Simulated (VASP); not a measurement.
# HfWF3 (P6/mmm) in VASP: reference runs

Reference runs on HfWF3: the cell as given.

Everything below comes from runs of VASP 6.6.1. Logs are shortened: lines on timing, memory, paths and dates and some standing lists are left out, and cuts for length are marked.

### Step 1. Starting point

It takes space group P6/mmm (No. 191, hexagonal). Conventional cell: a = 4.505 Å, b = 4.505 Å, c = 4.693 Å, α = 90.00°, β = 90.00°, γ = 120.00°. Around Hf (site symmetry 6/mmm) lie 2 W at 2.35 Å. Around W (site symmetry 6/mmm) lie 6 F at 2.25 Å and 2 Hf at 2.35 Å. F (site symmetry mmm) is surrounded by 4 F at 2.25 Å and 2 W at 2.25 Å.

The cell was built by a generator and needn't be a form met in nature.

### Step 2. Single point, PBE

INCAR reads:

```
SYSTEM = HfWF3
PREC     = Accurate       ! precision mode
ENCUT    = 520            ! plane-wave cutoff, eV
EDIFF    = 1E-7           ! SCF threshold, eV
ISMEAR   = -1             ! smearing method
SIGMA    = 0.05           ! smearing width, eV
LREAL    = .FALSE.        ! projectors in reciprocal space
LASPH    = .TRUE.         ! aspherical terms in the spheres
NELM     = 80             ! most SCF steps
ALGO     = Normal         ! electronic algorithm
ISIF     = 2              ! what is computed and relaxed
LWAVE    = .FALSE.        ! write WAVECAR
LCHARG   = .TRUE.         ! write CHGCAR
GGA      = PE             ! functional
LELF     = .TRUE.         ! ELF
LVHAR    = .TRUE.       
NBANDS   = 30             ! bands
```

KPOINTS reads:

```
regular mesh
0
G
  7 7 6
  0 0 0
```

POSCAR reads:

```
HfWF3
1.0
    4.5050593600      0.0000000000      0.0000000000
   -2.2525296800      3.9014958500      0.0000000000
    0.0000000000      0.0000000000      4.6932753800
Hf W F
1 1 3
Direct
    0.0000000000      0.0000000000      0.5000000000
    0.0000000000      0.0000000000      0.0000000000
    0.5000000000      0.0000000000      0.0000000000
    0.0000000000      0.5000000000      0.0000000000
    0.5000000000      0.5000000000      0.0000000000
```

Potentials or basis: VASP PAW PBE potentials, release 64 (Hf_pv, W_sv, F).

The run is started by

```
$ cat potpaw_PBE.64/Hf_pv/POTCAR potpaw_PBE.64/W_sv/POTCAR potpaw_PBE.64/F/POTCAR > POTCAR
$ mpirun -np 1 vasp_std > vasp.out
```

OUTCAR:

```text
SYSTEM = HfWF3
   PREC = Accurate
   ENCUT = 520
   EDIFF = 1E-7
   ISMEAR = -1
   LREAL = .FALSE.
   LASPH = .TRUE.
   NELM = 80
   ISIF = 2
   GGA = PE

 ion  position               nearest neighbor table
   1  0.000  0.000  0.500-   2 2.35   2 2.35
   2  0.000  0.000  0.000-   4 2.25   5 2.25   4 2.25   5 2.25   3 2.25   3 2.25   1 2.35   1 2.35

   3  0.500  0.000  0.000-   2 2.25   2 2.25
   4  0.000  0.500  0.000-   2 2.25   2 2.25
   5  0.500  0.500  0.000-   2 2.25   2 2.25

  LATTYP: Found a hexagonal cell.
 ALAT       =     4.5050593600
 C/A-ratio  =     1.0417788102

  Lattice vectors:

 A1 = (   4.5050593600,   0.0000000000,   0.0000000000)
 A2 = (  -2.2525296800,   3.9014958500,   0.0000000000)
 A3 = (   0.0000000000,   0.0000000000,   4.6932753800)

Analysis of symmetry for initial positions (statically):
=====================================================================
 Subroutine PRICEL returns:
 Original cell was already a primitive cell.

 Routine SETGRP: Setting up the symmetry group for a
 hexagonal supercell.

 Subroutine GETGRP returns: Found 24 space group operations
 (whereof 24 operations were pure point group operations)
 out of a pool of 24 trial point group operations.

The static configuration has the point symmetry D_6h.

Analysis of symmetry for dynamics (positions and initial velocities):
=====================================================================
 Subroutine PRICEL returns:
 Original cell was already a primitive cell.

 Routine SETGRP: Setting up the symmetry group for a
 hexagonal supercell.

 Subroutine GETGRP returns: Found 24 space group operations
 (whereof 24 operations were pure point group operations)
 out of a pool of 24 trial point group operations.

The dynamic configuration has the point symmetry D_6h.

 Subroutine INISYM returns: Found 24 space group operations
 (whereof 24 operations are pure point group operations),
 and found     1 'primitive' translations

----------------------------------------------------------------------------------------

                                     Primitive cell

  volume of cell :      82.4912

  direct lattice vectors                    reciprocal lattice vectors
     4.505059360  0.000000000  0.000000000     0.221972658  0.128155974  0.000000000
    -2.252529680  3.901495850  0.000000000     0.000000000  0.256311948  0.000000000
     0.000000000  0.000000000  4.693275380     0.000000000  0.000000000  0.213070813

  length of vectors
     4.505059360  4.505059359  4.693275380     0.256311948  0.256311948  0.213070813

  position of ions in fractional coordinates (direct lattice)
     0.000000000  0.000000000  0.500000000
     0.000000000  0.000000000  0.000000000
     0.500000000  0.000000000  0.000000000
     0.000000000  0.500000000  0.000000000
     0.500000000  0.500000000  0.000000000

  ion indices of the primitive-cell ions
   primitive index   ion index
                 1           1
                 2           2
                 3           3
                 4           4
                 5           5

----------------------------------------------------------------------------------------

 KPOINTS: regular mesh

Automatic generation of k-mesh.
 Grid dimensions read from file:
 generate k-points for:    7    7    6

 Generating k-lattice:

  Cartesian coordinates                     Fractional coordinates (reciprocal lattice)
     0.031710380  0.018307996  0.000000000     0.142857143  0.000000000  0.000000000
     0.000000000  0.036615993  0.000000000     0.000000000  0.142857143  0.000000000
     0.000000000  0.000000000  0.035511802     0.000000000  0.000000000  0.166666667

  Length of vectors
     0.036615993  0.036615993  0.035511802

  Shift w.r.t. Gamma in fractional coordinates (k-lattice)
     0.000000000  0.000000000  0.000000000

 Subroutine IBZKPT returns following result:
 ===========================================

 Found     32 irreducible k-points:

 Following reciprocal coordinates:
            Coordinates               Weight
  0.000000  0.000000  0.000000      1.000000
  0.142857  0.000000  0.000000      6.000000
  0.285714  0.000000  0.000000      6.000000
  0.428571  0.000000  0.000000      6.000000
  0.142857  0.142857  0.000000      6.000000
  0.285714  0.142857  0.000000     12.000000
[... 16 lines left out ...]
  0.428571  0.142857  0.333333     12.000000
  0.285714  0.285714  0.333333     12.000000
 [... further k-points ...]
   k-points           NKPTS =     32   k-points in BZ     NKDIM =     32   number of bands    NBANDS=     30
   number of dos      NEDOS =    301   number of ions     NIONS =      5
   total plane-waves  NPLWV =  46656
   dimension x,y,z NGX =    36 NGY =   36 NGZ =   36
   dimension x,y,z NGXF=    72 NGYF=   72 NGZF=   72
   ions per type =               1   1   3
   NGX,Y,Z   is equivalent  to a cutoff of  13.28, 13.28, 12.75 a.u.
   NGXF,Y,Z  is equivalent  to a cutoff of  26.57, 26.57, 25.50 a.u.
 SYSTEM =  HfWF3
   PREC   = accura    normal or accurate (medium, high low for compatibility)
   ISTART =      0    job   : 0-new  1-cont  2-samecut
   ICHARG =      2    charge: 1-file 2-atom 10-const
   ISPIN  =      1    spin polarized calculation?
   LNONCOLLINEAR =      F non collinear calculations
   LSORBIT =      F    spin-orbit coupling
   LASPH  =      T    aspherical Exc in radial PAW
   ENCUT  =  520.0 eV  38.22 Ry    6.18 a.u.   8.38  8.38  8.73*2*pi/ulx,y,z
   NELM   =     80;   NELMIN=  2; NELMDL= -5     # of ELM steps
   EDIFF  = 0.1E-06   stopping-criterion for ELM
   LREAL  =      F    real-space projection
   EDIFFG = 0.1E-05   stopping-criterion for IOM
   NSW    =      0    number of steps for IOM
   IBRION =     -1    ionic relax: 0-MD 1-quasi-New 2-CG
   NFREE  =      0    steps in history (QN), initial steepest desc. (CG)
   ISIF   =      2    stress and relaxation
   ISYM   =      2    0-nonsym 1-usesym 2-fastsym
   POTIM  = 0.5000    time-step for ionic-motion
   TEBEG  =    0.0;   TEEND  =   0.0 temperature during run
   PSTRESS=    0.0 pullay stress
   NELECT =      45.0000    total number of electrons
   NUPDOWN=      -1.0000    fix difference up-down
   EMIN   =  10.00;   EMAX   =-10.00  energy-range for DOS
   EFERMI =   0.00;   METHOD = LEGACY
   ISMEAR =    -1;   SIGMA  =   0.05  broadening in eV -4-tet -1-fermi 0-gaus
   EFERMI_NEDOS =   21; number of points for ismear=-14 and -15
   IALGO  =     38    algorithm
   IMIX   =      4    mixing-type and parameters
     AMIX     =   0.40;   BMIX     =  1.00
     AMIX_MAG =   1.60;   BMIX_MAG =  1.00
  volume/ion in A,a.u.               =      16.50       111.34
  Fermi-wavevector in a.u.,A,eV,Ry     =   1.337652  2.527796 24.345075  1.789313
  Thomas-Fermi vector in A             =   2.466184
   LORBIT       =      0    0 simple, 1 ext, 2 COOP (PROOUT), +10 PAW based schemes
   GGA     = PE    functional components
   LHFCALC =     F    Hartree Fock is set to
   AEXX    =    0.0000 exact exchange contribution
   IVDW    =     0    specifies the selected vdW correction
   LEPSILON=     F    determine dielectric tensor
   LRPA    =     F    only Hartree local field effects (RPA)
 non-spin polarized calculation
  energy-cutoff  :      520.00
  volume of cell :       82.49
 maximum number of plane-waves:      2252
 NGX is ok and might be reduce to    36
   NGX = 17   NGY = 17   NGZ = 17

 number of electron      45.0000031 magnetization

 Free energy of the ion-electron system (eV)
  ---------------------------------------------------
  ext. energy  EPLUGINS =         0.00000000
  ---------------------------------------------------
  free energy    TOTEN  =       -29.65132462 eV

  energy without entropy =      -29.63134573  energy(sigma->0) =      -29.64133517

 E-fermi :   3.5954     XC(G=0):  -9.9797

 val. band max:        3.5699886701   @ k =   0.4286   0.0000   0.3333
 cond. band min:       3.6191795135   @ k =   0.2857   0.2857   0.5000
 fundamental gap:      0.0491908434
 Fermi energy:         3.5953968190

 k-point     1 :       0.0000    0.0000    0.0000
  band No.  band energies     occupation
      1     -71.3808      2.00000
      2     -35.7963      2.00000
      3     -35.7963      2.00000
      4     -35.6580      2.00000
      5     -28.2022      2.00000
      6     -28.2022      2.00000
[... 22 lines left out ...]
     29       9.5577      0.00000
     30       9.5577      0.00000

 k-point     2 :       0.1429    0.0000    0.0000
  band No.  band energies     occupation
      1     -71.3808      2.00000
      2     -35.8005      2.00000
      3     -35.7976      2.00000
      4     -35.6579      2.00000
      5     -28.2039      2.00000
      6     -28.2027      2.00000
[... 22 lines left out ...]
     29       9.4725      0.00000
     30       9.5513      0.00000

 k-point     3 :       0.2857    0.0000    0.0000
  band No.  band energies     occupation
      1     -71.3807      2.00000
      2     -35.8098      2.00000
      3     -35.8004      2.00000
      4     -35.6576      2.00000
      5     -28.2078      2.00000
      6     -28.2037      2.00000
[... 22 lines left out ...]
     29       8.7755      0.00000
     30       9.3720      0.00000

 k-point     4 :       0.4286    0.0000    0.0000
  band No.  band energies     occupation
      1     -71.3807      2.00000
      2     -35.8173      2.00000
      3     -35.8026      2.00000
      4     -35.6573      2.00000
      5     -28.2109      2.00000
      6     -28.2046      2.00000
[... 616 lines left out ...]
     29       6.4212      0.00000
     30       7.9725      0.00000

 k-point    23 :       0.4286    0.1429    0.3333
  band No.  band energies     occupation
      1     -71.3838      2.00000
      2     -35.8141      2.00000
      3     -35.8023      2.00000
      4     -35.4150      2.00000
      5     -28.2234      2.00000
      6     -28.2183      2.00000
[... 22 lines left out ...]
     29       6.8177      0.00000
     30       7.5532      0.00000

 k-point    24 :       0.2857    0.2857    0.3333
  band No.  band energies     occupation
      1     -71.3837      2.00000
      2     -35.8114      2.00000
      3     -35.8062      2.00000
      4     -35.4150      2.00000
      5     -28.2222      2.00000
      6     -28.2199      2.00000
[... 22 lines left out ...]
     29       6.5198      0.00000
     30       7.9608      0.00000

 [... further k-points ...]

------------------------ aborting loop because EDIFF is reached ----------------------------------------

  FORCE on cell =-STRESS in cart. coord.  units (eV):
  Direction    XX          YY          ZZ          XY          YZ          ZX
  --------------------------------------------------------------------------------------
  -------------------------------------------------------------------------------------
  Total       -1.5700615     -1.5700615     12.5357891      0.0000000      0.0000000      0.0000000
  in kB      -30.4943612    -30.4943612    243.4751014      0.0000000      0.0000000      0.0000000
  external PRESSURE =      60.8287930 kB  Pullay stress =       0.0000000 kB

 VOLUME and BASIS-vectors are now :
 -----------------------------------------------------------------------------
  energy-cutoff  :      520.00
  volume of cell :       82.49
      direct lattice vectors                 reciprocal lattice vectors
     4.505059360  0.000000000  0.000000000     0.221972658  0.128155974  0.000000000
    -2.252529680  3.901495850  0.000000000     0.000000000  0.256311948  0.000000000
     0.000000000  0.000000000  4.693275380     0.000000000  0.000000000  0.213070813

 POSITION                                       TOTAL-FORCE (eV/Angst)
 -----------------------------------------------------------------------------------
      0.00000      0.00000      2.34664         0.000000      0.000000      0.000000
      0.00000      0.00000      0.00000         0.000000      0.000000      0.000000
      2.25253      0.00000      0.00000        -0.000000      0.000000      0.000000
     -1.12626      1.95075      0.00000         0.000000      0.000000      0.000000
      1.12626      1.95075      0.00000        -0.000000      0.000000      0.000000
 -----------------------------------------------------------------------------------
    total drift:                                0.000000      0.000000     -0.000000

  FREE ENERGIE OF THE ION-ELECTRON SYSTEM (eV)
  ---------------------------------------------------
  free  energy   TOTEN  =       -29.6513246174 eV

  energy  without entropy=      -29.6313457291  energy(sigma->0) =      -29.64133517
```

Wall time 1.7 min (1 thread of Intel Xeon Platinum 8259CL at 2.50GHz (Skylake/Cascade Lake), shared host); peak memory 0.24 GiB.

Results:

| Quantity | Value |
| --- | --- |
| Free energy | -29.6513 eV |
| Pressure | 6.1 GPa |
| Band gap on the k mesh | none (metal or under the smearing width) |

Caveat: an odd number of electrons without spin polarisation forces a metal; a magnetic or distorted state may lie lower.
